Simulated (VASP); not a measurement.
# Mo (Im-3m) in VASP: notebook, part 2 of 2

VASP 6.6.1. The steps go on from the part before.

## Step 3: Relaxation of cell and atoms, LDA

This run uses another cell than the first one, of 15.12 Å³/atom, 0.970 times its volume.

INCAR reads:

```
SYSTEM = Mo
PREC = Accurate
ENCUT = 600
EDIFF = 1E-7
ISMEAR = 1
SIGMA = 0.1
LREAL = .False.
LASPH = .True.
NELM = 80
ALGO = Normal
ISIF = 3
LWAVE = .False.
LCHARG = .False.
GGA = CA
IBRION = 2
NSW = 90
EDIFFG = -0.005
```

KPOINTS reads:

```
Automatic mesh
0
Gamma
  16 16 16
  0 0 0
```

POSCAR reads:

```
Mo                                      
1.0
   -1.5575985874      1.5575985874      1.5575985874
    1.5575985874     -1.5575985874      1.5575985874
    1.5575985874      1.5575985874     -1.5575985874
  Mo            
     1
Direct
     0.0000000000000000    1.0000000000000000    0.0000000000000000
```

Potentials or basis: VASP PAW LDA potentials, release 64 (Mo_sv).

The run is started by

```sh
> cat potpaw_LDA.64/Mo_sv/POTCAR > POTCAR
> mpirun -np 1 vasp_std > vasp.out
```

OUTCAR:

```text
SYSTEM = Mo
   PREC = Accurate
   ENCUT = 600
   EDIFF = 1E-7
   ISMEAR = 1
   LREAL = .False.
   LASPH = .True.
   NELM = 80
   ISIF = 3
   GGA = CA
   IBRION = 2
   NSW = 90
   EDIFFG = -0.005

 ion  position               nearest neighbor table
   1  0.000  0.000  0.000-

  LATTYP: Found a body centered cubic cell.
 ALAT       =     3.1151971748

  Lattice vectors:

 A1 = (  -1.5575985874,   1.5575985874,   1.5575985874)
 A2 = (   1.5575985874,  -1.5575985874,   1.5575985874)
 A3 = (   1.5575985874,   1.5575985874,  -1.5575985874)

Analysis of symmetry for initial positions (statically):
=====================================================================
 Subroutine PRICEL returns:
 Original cell was already a primitive cell.

 Routine SETGRP: Setting up the symmetry group for a
 body centered cubic supercell.

 Subroutine GETGRP returns: Found 48 space group operations
 (whereof 48 operations were pure point group operations)
 out of a pool of 48 trial point group operations.

The static configuration has the point symmetry O_h .

Analysis of symmetry for dynamics (positions and initial velocities):
=====================================================================
[... 164 lines left out ...]
 Fermi energy:        13.0405437946

 k-point     1 :       0.0000    0.0000    0.0000
  band No.  band energies     occupation
      1     -47.9201      2.00000
      2     -21.2784      2.00000
      3     -21.2784      2.00000
      4     -21.2784      2.00000
      5       5.6833      2.00000
      6      11.5804      2.00000
      7      11.5804      2.00000
      8      11.5804      2.00000
      9      14.7062     -0.00000
     10      14.7062     -0.00000
     11      27.8890      0.00000
[... 309 lines left out ...]
 k-point    24 :       0.2500    0.1875   -0.0000
  band No.  band energies     occupation
      1     -47.6460      2.00000
      2     -22.5185      2.00000
      3     -21.7923      2.00000
      4     -21.4161      2.00000
      5       8.7063      2.00000
      6       9.9650      2.00000
      7      11.1972      2.00000
      8      14.1260     -0.00000
      9      15.5301      0.00000
     10      17.8974      0.00000
     11      26.5586      0.00000

 [... further k-points ...]
[... 5 lines left out ...]
  --------------------------------------------------------------------------------------
  -------------------------------------------------------------------------------------
  Total       -0.0047677     -0.0047677     -0.0047677     -0.0000000      0.0000000     -0.0000000
  in kB       -0.5053541     -0.5053541     -0.5053541     -0.0000000      0.0000000     -0.0000000
  external PRESSURE =      -0.5053541 kB  Pullay stress =       0.0000000 kB

 VOLUME and BASIS-vectors are now :
 -----------------------------------------------------------------------------
  energy-cutoff  :      600.00
  volume of cell :       15.12
      direct lattice vectors                 reciprocal lattice vectors
    -1.557598587  1.557598587  1.557598587     0.000000000  0.321006968  0.321006968
     1.557598587 -1.557598587  1.557598587     0.321006968  0.000000000  0.321006968
     1.557598587  1.557598587 -1.557598587     0.321006968  0.321006968  0.000000000

 POSITION                                       TOTAL-FORCE (eV/Angst)
 -----------------------------------------------------------------------------------
      0.00000      0.00000      0.00000         0.000000     -0.000000     -0.000000
 -----------------------------------------------------------------------------------
    total drift:                               -0.000000      0.000000      0.000000

  FREE ENERGIE OF THE ION-ELECTRON SYSTEM (eV)
  ---------------------------------------------------
  free  energy   TOTEN  =       -12.1360307842 eV

  energy  without entropy=      -12.1363647829  energy(sigma->0) =      -12.13614212

 reached required accuracy - stopping structural energy minimisation
```

OSZICAR:

```text
N       E                     dE             d eps       ncg     rms          rms(c)
DAV:   1     0.108763603546E+03    0.10876E+03   -0.88613E+03  3190   0.147E+03
DAV:   2    -0.111687547846E+02   -0.11993E+03   -0.11572E+03  3361   0.379E+02
DAV:   3    -0.128468964503E+02   -0.16781E+01   -0.16650E+01  3643   0.465E+01
DAV:   4    -0.128516966871E+02   -0.48002E-02   -0.47999E-02  3495   0.286E+00
DAV:   5    -0.128517240979E+02   -0.27411E-04   -0.27410E-04  3690   0.213E-01    0.168E+01
DAV:   6    -0.122321717434E+02    0.61955E+00   -0.10494E+00  3424   0.128E+01    0.442E+00
DAV:   7    -0.121428171904E+02    0.89355E-01   -0.19424E-01  3677   0.503E+00    0.912E-01
DAV:   8    -0.121360144873E+02    0.68027E-02   -0.52269E-03  3368   0.100E+00    0.222E-01
DAV:   9    -0.121360192205E+02   -0.47332E-05   -0.12480E-04  3803   0.152E-01    0.879E-02
DAV:  10    -0.121360307982E+02   -0.11578E-04   -0.92960E-06  3531   0.399E-02    0.143E-03
DAV:  11    -0.121360307842E+02    0.14027E-07   -0.96368E-08  2474   0.462E-03
   1 F= -.12136031E+02 E0= -.12136142E+02  d E =-.121360E+02
```

CONTCAR:

```text
Mo
   1.00000000000000
    -1.5575985874000000    1.5575985874000000    1.5575985874000000
     1.5575985874000000   -1.5575985874000000    1.5575985874000000
     1.5575985874000000    1.5575985874000000   -1.5575985874000000
  Mo
     1
Direct
     0.0000000000000000    0.0000000000000000    0.0000000000000000

  0.00000000E+00  0.00000000E+00  0.00000000E+00
```

It took 19 s on 1 thread of AMD EPYC 7R13 (Zen 3), shared host; peak memory 0.12 GiB.

What came out:

```
Free energy             : -12.1360 eV
Pressure after relaxing : -0.1 GPa
Band gap on the k mesh  : none (metal or under the smearing width)
```

Final structure:
```
CELL_PARAMETERS angstrom
-1.55760 1.55760 1.55760
1.55760 -1.55760 1.55760
1.55760 1.55760 -1.55760
ATOMIC_POSITIONS crystal
Mo 0.00000 0.00000 0.00000
```

Caveat: the relaxation stopped at its first step, so nothing moved.

## Step 4: Relaxation of the atoms, LDA (a relaxed cell with its volume scaled by 0.94)

Edit INCAR of step 3 so:

```diff
@@ -10,3 +10,3 @@
 ALGO = Normal
-ISIF = 3
+ISIF = 2
 LWAVE = .False.
@@ -15,3 +15,3 @@
 IBRION = 2
-NSW = 90
-EDIFFG = -0.005
+NSW = 40
+EDIFFG = -0.01
```

KPOINTS is that of step 3.

POSCAR reads:

```
Mo                                      
1.0
   -1.5258019392      1.5258019392      1.5258019392
    1.5258019392     -1.5258019392      1.5258019392
    1.5258019392      1.5258019392     -1.5258019392
  Mo            
     1
Direct
     0.0000000000000000    0.0000000000000000    0.0000000000000000
```

The run is started by

```sh
> cat potpaw_LDA.64/Mo_sv/POTCAR > POTCAR
> mpirun -np 1 vasp_std > vasp.out
```

Wall time 19 s (1 thread of AMD EPYC 7R13 (Zen 3), shared host); peak memory 0.12 GiB.

It converged, with:

- Free energy: -12.0806 eV
- Pressure after relaxing: 20.3 GPa
- Band gap on the k mesh: none (metal or under the smearing width)

Final structure:
```xyz
1
Lattice="-1.5258 1.5258 1.5258 1.5258 -1.5258 1.5258 1.5258 1.5258 -1.5258" Properties=species:S:1:pos:R:3 pbc="T T T"
Mo    0.0000    0.0000    0.0000
```

Levels at points of the mesh, in eV from the Fermi level:
```csv
k point,band 5,band 6,band 7,band 8,band 9,band 10
"(0.00, 0.00, 0.00)",-7.56,-1.62,-1.62,-1.62,1.75,1.75
"(0.50, 0.00, 0.00)",-5.99,-3.95,1.85,2.05,2.56,5.45
"(0.50, 0.50, 0.50)",-6.30,-6.30,4.54,4.54,4.54,9.79
```

Caveat: the relaxation stopped at its first step, so nothing moved.

## Step 5: Relaxation of the atoms, LDA (a relaxed cell with its volume scaled by 0.96)

INCAR is that of step 4.

KPOINTS is that of step 4.

POSCAR reads:

```
Mo                                      
1.0
   -1.5365473773      1.5365473773      1.5365473773
    1.5365473773     -1.5365473773      1.5365473773
    1.5365473773      1.5365473773     -1.5365473773
  Mo            
     1
Direct
     0.0000000000000000    0.0000000000000000    0.0000000000000000
```

The run is started by

```sh
> cat potpaw_LDA.64/Mo_sv/POTCAR > POTCAR
> mpirun -np 1 vasp_std > vasp.out
```

Wall time 18 s (1 thread of AMD EPYC 7R13 (Zen 3), shared host); peak memory 0.12 GiB.

It converged, with:

```
Free energy             : -12.1121 eV
Pressure after relaxing : 12.9 GPa
Band gap on the k mesh  : none (metal or under the smearing width)
```

Final structure:
```xyz
1
Lattice="-1.5365 1.5365 1.5365 1.5365 -1.5365 1.5365 1.5365 1.5365 -1.5365" Properties=species:S:1:pos:R:3 pbc="T T T"
Mo    0.0000    0.0000    0.0000
```

Levels at points of the mesh, in eV from the Fermi level:
| k point | band 4 | band 5 | band 6 | band 7 | band 8 | band 9 | band 10 | band 11 |
| --- | --- | --- | --- | --- | --- | --- | --- | --- |
| (0.00, 0.00, 0.00) | -34.24 | -7.50 | -1.57 | -1.57 | -1.57 | 1.72 | 1.72 | 14.88 |
| (0.50, 0.00, 0.00) | -34.26 | -5.84 | -3.83 | 1.81 | 1.95 | 2.49 | 5.29 | 12.06 |
| (0.50, 0.50, 0.50) | -35.47 | -6.11 | -6.11 | 4.41 | 4.41 | 4.41 | 9.61 | 9.61 |

Caveat: the relaxation stopped at its first step, so nothing moved.

## Step 6: Relaxation of the atoms, LDA (a relaxed cell with its volume scaled by 0.98)

INCAR is that of step 5.

KPOINTS is that of step 5.

POSCAR reads:

```
Mo                                      
1.0
   -1.5471445906      1.5471445906      1.5471445906
    1.5471445906     -1.5471445906      1.5471445906
    1.5471445906      1.5471445906     -1.5471445906
  Mo            
     1
Direct
     0.0000000000000000    0.0000000000000000    0.0000000000000000
```

Potentials or basis: VASP PAW LDA potentials, release 64 (Mo_sv).

The run is started by

```sh
> cat potpaw_LDA.64/Mo_sv/POTCAR > POTCAR
> mpirun -np 1 vasp_std > vasp.out
```

Run time: 19 s. Hardware: 1 thread of AMD EPYC 7R13 (Zen 3), shared host; peak memory 0.12 GiB.

Results (log left out):

| Item | Value |
| --- | --- |
| Free energy | -12.1302 eV |
| Pressure after relaxing | 6.1 GPa |
| Band gap on the k mesh | none (metal or under the smearing width) |

Final structure:
```
Mo
1.0
    -1.54714    1.54714    1.54714
     1.54714   -1.54714    1.54714
     1.54714    1.54714   -1.54714
Mo
1
Cartesian
  0.0000 0.0000 0.0000
```

Levels at points of the mesh, in eV from the Fermi level:
| k point | band 4 | band 5 | band 6 | band 7 | band 8 | band 9 | band 10 | band 11 |
| --- | --- | --- | --- | --- | --- | --- | --- | --- |
| (0.00, 0.00, 0.00) | -34.28 | -7.43 | -1.51 | -1.51 | -1.51 | 1.69 | 1.69 | 14.86 |
| (0.50, 0.00, 0.00) | -34.30 | -5.70 | -3.71 | 1.77 | 1.87 | 2.43 | 5.14 | 12.03 |
| (0.50, 0.50, 0.50) | -35.43 | -5.93 | -5.93 | 4.30 | 4.30 | 4.30 | 9.45 | 9.45 |

Caveat: the relaxation stopped at its first step, so nothing moved.

## Step 7: Summary

```csv
task,cell,gap on the mesh (eV),pressure (GPa)
relaxation of cell and atoms,relaxed,none,-0.1
relaxation of the atoms,atoms relaxed from: a relaxed cell with its volume scaled by 0.94,none,20.3
relaxation of the atoms,atoms relaxed from: a relaxed cell with its volume scaled by 0.96,none,12.9
relaxation of the atoms,atoms relaxed from: a relaxed cell with its volume scaled by 0.98,none,6.1
```

Alike in all rows: level LDA; potentials or basis VASP PAW LDA potentials, release 64 (Mo_sv); no spin polarisation; k mesh 16 × 16 × 16; cutoff (eV) 600; smearing methfessel-paxton 0.1 eV.

Caveats: the relaxation stopped at its first step, so nothing moved.

Total energies depend on the potentials used, so only differences within one code and one set of settings carry meaning.
